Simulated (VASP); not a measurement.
Ti:

```
Ti
1.0
     2.95000    0.00000    0.00000
    -1.47500    2.55477    0.00000
     0.00000    0.00000    4.68000
Ti
2
Direct
  0.33333 0.66667 0.25000
  0.66667 0.33333 0.75000
```

| Item | Value |
| --- | --- |
| Program | VASP 6.6.1 |
| Task | relaxation of cell and atoms |
| Functional | PBEsol |
| Potentials or basis | VASP PAW PBE potentials, release 64 (Ti_sv) |
| Cutoff | 600 eV |
| k mesh | 15 × 15 × 8 |
| Occupations | methfessel-paxton, width 0.1 eV |
| Spin | no spin polarisation |

At the start: pressure -5.9 GPa; volume 17.64 Å³/atom.

Question: Where does the relaxation end?

Answer: Over 7 steps the energy falls by 18.6 meV/atom and the volume is 16.68 Å³/atom (-5.4 %); space group P6_3/mmc (No. 194, to 0.05 Å).

The path:
```
step  energy change (eV)  largest force (eV/Å)  pressure (GPa)  volume (Å³)
   1              0.0000                0.0000           -5.93        35.27
   2             -0.0166                0.0000            5.09        32.04
   3             -0.0370                0.0000           -0.01        33.37
   4             -0.0370                0.0000            0.11        33.33
   5             -0.0371                0.0000           -0.02        33.38
   6             -0.0371                0.0000           -0.15        33.41
   7             -0.0371                0.0000           -0.04        33.37
```

Final structure:
```yaml
crystal:
  lattice:
    - [2.90210, 0.00000, 0.00000]
    - [-1.45105, 2.51329, 0.00000]
    - [0.00000, 0.00000, 4.57501]
  atoms:
    - { symbol: Ti, position: [0.33333, 0.66667, 0.25000] }
    - { symbol: Ti, position: [0.66667, 0.33333, 0.75000] }
```

Caveat: the PAW data sets were made with another functional, which shifts forces and pressure a little.
